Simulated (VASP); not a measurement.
Computed with PBEsol GGA, VASP's PBE PAW potentials (set 64) (plane waves; VASP).

The input files of a VASP run:

**KPOINTS**
```
Regular mesh
0
G
 6 6 1
```

### INCAR
```
! general
SYSTEM   =  Pb(210) slab
PREC     =  Normal
ENCUT    =  400   ! plane-wave cut-off (eV)
LREAL    =  .False.   ! projection in real space or not
LASPH    =  .True.

! electronic loop
EDIFF    =  1E-6   ! SCF stop (eV)
NELM     =  100
NELMIN   =  4
ALGO     =  Normal   ! blocked Davidson
LMAXMIX  =  4   ! l cut-off of mixed one-centre charges

! smearing
ISMEAR   =  1   ! Methfessel-Paxton
SIGMA    =  0.1

! functional
GGA      =  PS   ! PBEsol

! output
LWAVE    =  .False.
LCHARG   =  .False.
LORBIT   =  11   ! lm-projected
LVHAR    =  .True.

! other
LDIPOL   =  .True.
IDIPOL   =  3
DIPOL    =  0.5 0.5 0.5
```

### POSCAR
```
Pb(210) slab
1.0
  6.0357723974   0.0000000000   0.0000000000
  4.0238482649   4.4987991109   0.0000000000
  0.0000000000   0.0000000000  25.9536639056
Pb
10
direct
  0.1472814446   0.1472814446   0.3155793098
  0.4531581208   0.4531581208   0.3505527321
  0.7467864386   0.7467864386   0.3911094829
  0.0506888178   0.0506888178   0.4331340884
  0.3528339505   0.3528339505   0.4783219414
  0.6471660495   0.6471660495   0.5216780586
  0.9493111822   0.9493111822   0.5668659116
  0.2532135614   0.2532135614   0.6088905171
  0.5468418792   0.5468418792   0.6494472679
  0.8527185554   0.8527185554   0.6844206902
```

POTCAR, in this order: Pb_d (PBE.64 set). Program: vasp_std. Read from the step before: WAVECAR.

The resulting files:

OUTCAR:
```
 ion  position               nearest neighbor table
   1  0.147  0.147  0.316-   4 3.23   3 3.33   3 3.33   2 3.39   2 3.39   2 3.49
   2  0.453  0.453  0.351-   1 3.39   1 3.39   3 3.40   4 3.44   4 3.44   1 3.49   5 3.50   3 3.51
                             3 3.51
   3  0.747  0.747  0.391-   1 3.33   1 3.33   2 3.40   4 3.45   4 3.45   2 3.51   2 3.51   4 3.52
                             5 3.54   5 3.54   6 3.56
   4  0.051  0.051  0.433-   1 3.23   2 3.44   2 3.44   3 3.45   3 3.45   5 3.49   5 3.49   3 3.52
                             5 3.53   6 3.53   6 3.53   7 3.65
   5  0.353  0.353  0.478-   6 3.43   4 3.49   4 3.49   2 3.50   4 3.53   6 3.53   6 3.53   7 3.53
                             7 3.53   3 3.54   3 3.54   8 3.56
   6  0.647  0.647  0.522-   5 3.43   7 3.49   7 3.49   9 3.50   7 3.53   5 3.53   5 3.53   4 3.53
                             4 3.53   8 3.54   8 3.54   3 3.56
   7  0.949  0.949  0.567-  10 3.23   9 3.44   9 3.44   8 3.45   8 3.45   6 3.49   6 3.49   8 3.52
                             6 3.53   5 3.53   5 3.53   4 3.65
   8  0.253  0.253  0.609-  10 3.33  10 3.33   9 3.40   7 3.45   7 3.45   9 3.51   9 3.51   7 3.52
                             6 3.54   6 3.54   5 3.56
   9  0.547  0.547  0.649-  10 3.39  10 3.39   8 3.40   7 3.44   7 3.44  10 3.49   6 3.50   8 3.51
                             8 3.51
  10  0.853  0.853  0.684-   7 3.23   8 3.33   8 3.33   9 3.39   9 3.39   9 3.49
  LATTYP: Found a base centered orthorhombic cell.
 ALAT       =     4.9281875122
 B/A-ratio  =     2.2360679824
 C/A-ratio  =     5.2663710221
 Subroutine PRICEL returns:
 Original cell was already a primitive cell.
 Subroutine GETGRP returns: Found  4 space group operations
The static configuration has the point symmetry C_2h.
The dynamic configuration has the point symmetry C_2h.
 Subroutine INISYM returns: Found  4 space group operations
 Subroutine IBZKPT returns following result:
 Found     13 irreducible k-points:

 Following reciprocal coordinates:
            Coordinates               Weight
  0.000000  0.000000  0.000000      1.000000
  0.166667 -0.000000  0.000000      4.000000
  0.333333 -0.000000  0.000000      4.000000
  0.500000 -0.000000  0.000000      2.000000
  0.166667  0.166667  0.000000      2.000000
  0.333333  0.166667  0.000000      4.000000
...
```

OSZICAR:
```
       N       E                     dE             d eps       ncg     rms          rms(c)
DAV:   1    -0.383383949472E+02   -0.38338E+02   -0.79629E-06  1580   0.103E-02    0.116E-03
DAV:   2    -0.383383948054E+02    0.14180E-06   -0.59454E-07  1540   0.139E-02    0.493E-04
DAV:   3    -0.383383947830E+02    0.22483E-07   -0.24641E-07  1404   0.611E-03    0.400E-04
DAV:   4    -0.383383947816E+02    0.13279E-08   -0.21694E-07  1264   0.460E-03
   1 F= -.38338395E+02 E0= -.38338664E+02  d E =0.808245E-03
```

File OUTCAR:
```
------------------------ aborting loop because EDIFF is reached ----------------------------------------
  FORCE on cell =-STRESS in cart. coord.  units (eV):
  Direction    XX          YY          ZZ          XY          YZ          ZX
  --------------------------------------------------------------------------------------
  Total       -3.0643440     -2.4015905     -1.5594002     -0.3704905      0.1951228      0.4363079
  in kB       -6.9665854     -5.4598586     -3.5451941     -0.8422859      0.4435989      0.9919174
  external PRESSURE =      -5.3238794 kB  Pullay stress =       0.0000000 kB
  volume of cell :      704.74
      direct lattice vectors                 reciprocal lattice vectors
     6.035772397  0.000000000  0.000000000     0.165678878 -0.148187694  0.000000000
     4.023848265  4.498799111  0.000000000     0.000000000  0.222281541  0.000000000
     0.000000000  0.000000000 25.953663906     0.000000000  0.000000000  0.038530205
 POSITION                                       TOTAL-FORCE (eV/Angst)
 -----------------------------------------------------------------------------------
      1.48160      0.66259      8.19044        -0.058300     -0.026072      0.153951
      4.55860      2.03867      9.09813        -0.027874     -0.012466     -0.022244
      7.51239      3.35964     10.15072         0.088525      0.039589     -0.003194
      0.50991      0.22804     11.24142        -0.062851     -0.028108      0.071790
      3.54938      1.58733     12.41421         0.050072      0.022393     -0.077684
      6.51024      2.91147     13.53946        -0.050072     -0.022393      0.077684
      9.54971      4.27076     14.71225         0.062851      0.028108     -0.071790
      2.54723      1.13916     15.80294        -0.088525     -0.039589      0.003194
      5.50102      2.46013     16.85554         0.027874      0.012466      0.022244
      8.57803      3.83621     17.76322         0.058300      0.026072     -0.153951
 -----------------------------------------------------------------------------------
    total drift:                                0.000000      0.000000      0.000000
  FREE ENERGIE OF THE ION-ELECTRON SYSTEM (eV)
  ---------------------------------------------------
  free  energy   TOTEN  =       -38.3383947816 eV

  energy  without entropy=      -38.3392030265  energy(sigma->0) =      -38.33866420

 total charge

# of ion       s       p       d       tot
------------------------------------------
    1        1.386   0.741   9.800  11.928
    2        1.378   0.754   9.802  11.934
    3        1.389   0.750   9.807  11.946
    4        1.390   0.768   9.807  11.965
    5        1.399   0.722   9.807  11.928
    6        1.399   0.722   9.807  11.928
    7        1.390   0.768   9.807  11.965
    8        1.389   0.750   9.807  11.946
    9        1.378   0.754   9.802  11.934
   10        1.386   0.741   9.800  11.928
--------------------------------------------------
tot         13.885   7.470  98.047 119.402
```
(Selected blocks of OUTCAR.)

File OUTCAR:
```
 val. band max:        0.8611006890   @ k =  -0.1667   0.1667   0.0000

 cond. band min:       0.9170747632   @ k =   0.5000   0.3333   0.0000


 Fermi energy:         0.8688033090

 k-point     1 :       0.0000    0.0000    0.0000
  band No.  band energies     occupation
      1     -16.2898      2.00000
      2     -16.2221      2.00000
      3     -16.2181      2.00000
      4     -16.2119      2.00000
      5     -16.1871      2.00000
      6     -16.1825      2.00000
      7     -16.1792      2.00000
      8     -16.1690      2.00000
      9     -16.1587      2.00000
     10     -16.1439      2.00000
     11     -16.1432      2.00000
     12     -16.1378      2.00000
     13     -16.1327      2.00000
     14     -16.1308      2.00000
     15     -16.1245      2.00000
     16     -16.1187      2.00000
     17     -16.1049      2.00000
     18     -16.1012      2.00000
     19     -16.0862      2.00000
     20     -16.0758      2.00000
     21     -16.0684      2.00000
     22     -16.0615      2.00000
     23     -16.0613      2.00000
     24     -16.0585      2.00000
     25     -16.0259      2.00000
     26     -16.0187      2.00000
     27     -16.0149      2.00000
     28     -15.9999      2.00000
     29     -15.9908      2.00000
     30     -15.9875      2.00000
     31     -15.9809      2.00000
     32     -15.9681      2.00000
     33     -15.9541      2.00000
     34     -15.9412      2.00000
     35     -15.9307      2.00000
     36     -15.9302      2.00000
     37     -15.9196      2.00000
     38     -15.9044      2.00000
     39     -15.8921      2.00000
     40     -15.8814      2.00000
     41     -15.8703      2.00000
     42     -15.8631      2.00000
     43     -15.8596      2.00000
     44     -15.8536      2.00000
     45     -15.8514      2.00000
     46     -15.8254      2.00000
     47     -15.8182      2.00000
     48     -15.8084      2.00000
     49     -15.8049      2.00000
     50     -15.8037      2.00000
     51     -10.7297      2.00000
...
```

The run did not end as a converged relaxation.  Unless said otherwise, spin-orbit coupling is left out, though it shifts the bands of the heavy elements here.

The cell is a thin slab with vacuum, built from Pb (fcc): (210) face.
